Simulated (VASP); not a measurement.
OSZICAR of a VASP run on Ti (hcp):

### OSZICAR
```
       N       E                     dE             d eps       ncg     rms          rms(c)
DAV:   1     0.238810077027E+03    0.23881E+03   -0.13341E+04  4808   0.193E+03
DAV:   2     0.994884632809E+01   -0.22886E+03   -0.22738E+03  4976   0.490E+02
DAV:   3    -0.164519879088E+02   -0.26401E+02   -0.25953E+02  9416   0.134E+02
DAV:   4    -0.172331883941E+02   -0.78120E+00   -0.78116E+00  4840   0.257E+01
DAV:   5    -0.172667502358E+02   -0.33562E-01   -0.33562E-01  7568   0.382E+00    0.170E+01
DAV:   6    -0.161807937886E+02    0.10860E+01   -0.36944E+00  6208   0.248E+01    0.606E+00
DAV:   7    -0.162158545274E+02   -0.35061E-01   -0.76621E-01  7232   0.816E+00    0.239E+00
DAV:   8    -0.162727704464E+02   -0.56916E-01   -0.34382E-01  5456   0.743E+00    0.734E-01
DAV:   9    -0.162650847617E+02    0.76857E-02   -0.49665E-02  5568   0.305E+00    0.169E-01
DAV:  10    -0.162655163110E+02   -0.43155E-03   -0.31009E-03  6040   0.469E-01    0.987E-02
DAV:  11    -0.162654255195E+02    0.90792E-04   -0.24867E-04  6816   0.147E-01    0.615E-03
DAV:  12    -0.162654264856E+02   -0.96611E-06   -0.44720E-06  5064   0.228E-02
   1 F= -.91834947E+01 E0= -.91837097E+01  d E =-.918349E+01
       N       E                     dE             d eps       ncg     rms          rms(c)
DAV:   1    -0.162817734729E+02   -0.16348E-01   -0.46504E-02  6960   0.329E+00    0.362E-01
DAV:   2    -0.162803116001E+02    0.14619E-02   -0.49389E-03  6760   0.976E-01    0.112E-01
DAV:   3    -0.162801802694E+02    0.13133E-03   -0.15370E-03  7384   0.342E-01    0.495E-02
DAV:   4    -0.162802239291E+02   -0.43660E-04   -0.17046E-04  6032   0.140E-01    0.171E-02
DAV:   5    -0.162802599170E+02   -0.35988E-04   -0.12024E-04  7440   0.760E-02    0.216E-02
DAV:   6    -0.162802634765E+02   -0.35595E-05   -0.12987E-05  5352   0.411E-02    0.493E-03
DAV:   7    -0.162802639063E+02   -0.42983E-06   -0.28821E-06  4496   0.157E-02
   2 F= -.91834600E+01 E0= -.91836866E+01  d E =0.347622E-04
       N       E                     dE             d eps       ncg     rms          rms(c)
DAV:   1    -0.162711081209E+02    0.91554E-02   -0.20568E-02  6992   0.218E+00    0.241E-01
DAV:   2    -0.162704611349E+02    0.64699E-03   -0.21603E-03  6744   0.646E-01    0.753E-02
DAV:   3    -0.162703993909E+02    0.61744E-04   -0.67743E-04  7408   0.227E-01    0.328E-02
DAV:   4    -0.162704175460E+02   -0.18155E-04   -0.75403E-05  6040   0.933E-02    0.111E-02
DAV:   5    -0.162704331150E+02   -0.15569E-04   -0.51969E-05  7456   0.503E-02    0.142E-02
DAV:   6    -0.162704346522E+02   -0.15372E-05   -0.53361E-06  4760   0.270E-02    0.328E-03
DAV:   7    -0.162704347725E+02   -0.12031E-06   -0.11715E-06  3096   0.116E-02
   3 F= -.91835076E+01 E0= -.91837264E+01  d E =-.128625E-04
```

### Question
Which electronic solver shows in the log?

### Answer
It is blocked Davidson (ALGO = Normal, or the opening steps of other solvers). The INCAR had ALGO = Normal.

### Question
Can the final energy be trusted as converged?

### Answer
The calculation finished and met its thresholds. It stopped with EDIFF = 1E-6, NELM = 100, NSW = 40 and EDIFFG = -0.02 after 3 ionic steps (LDA (Ceperley-Alder, Perdew-Zunger), plane waves, VASP's LDA PAW potentials (set 64)).

The compound is Ti in the hcp structure. This run relaxes it under an external pressure of 45 GPa. Symmetry was kept, so distortions that lower it aren't found.
